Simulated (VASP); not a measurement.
Here is the system:

```yaml
crystal:
  lattice:
    - [4.80426, 0.00000, 0.00000]
    - [0.00000, 4.80426, 0.00000]
    - [0.00000, 0.00000, 3.09397]
  atoms:
    - { symbol: Mn, position: [0.00000, 0.00000, 0.00000], spin: 4.0 }
    - { symbol: Mn, position: [0.50000, 0.50000, 0.50000], spin: 4.0 }
    - { symbol: F, position: [0.30496, 0.30496, 0.00000] }
    - { symbol: F, position: [0.80496, 0.19504, 0.50000] }
    - { symbol: F, position: [0.19504, 0.80496, 0.50000] }
    - { symbol: F, position: [0.69504, 0.69504, 0.00000] }
```

Calculation: PBE GGA, VASP's PBE PAW potentials (set 64) (plane waves; VASP). Settings: 400 eV cut-off, 3×3×5 Γ-centred mesh, Fermi-Dirac smearing of 0.10 eV, potentials Mn_pv F.

At this cut-off the stress carries a Pulay error, which pulls relaxed volumes low. The moments were started parallel, and other spin orders were not tried in this run.

Question: Which forces act on the atoms, in eV/Å?

Answer: 
| atom | Fx | Fy | Fz |
|---|---|---|---|
| Mn1 | 0.000 | 0.000 | 0.000 |
| Mn2 | 0.000 | 0.000 | 0.000 |
| F3 | -0.310 | -0.310 | 0.000 |
| F4 | -0.310 | 0.310 | 0.000 |
| F5 | 0.310 | -0.310 | 0.000 |
| F6 | 0.310 | 0.310 | 0.000 |

Question: Give the stress tensor in GPa (positive for a compressed cell).

Answer: 
```
 4.49   0.00   0.00
 0.00   4.49   0.00
 0.00   0.00  13.20
```
The pressure is its mean diagonal, 7.39 GPa.

The structure was generated: MnF2 was put into an ordered model structure, which need not be its known phase. The cell was not relaxed at this level. The k-mesh is coarse (spacing up to 0.44 per Å, 2π included), so the numbers may not be converged in it.
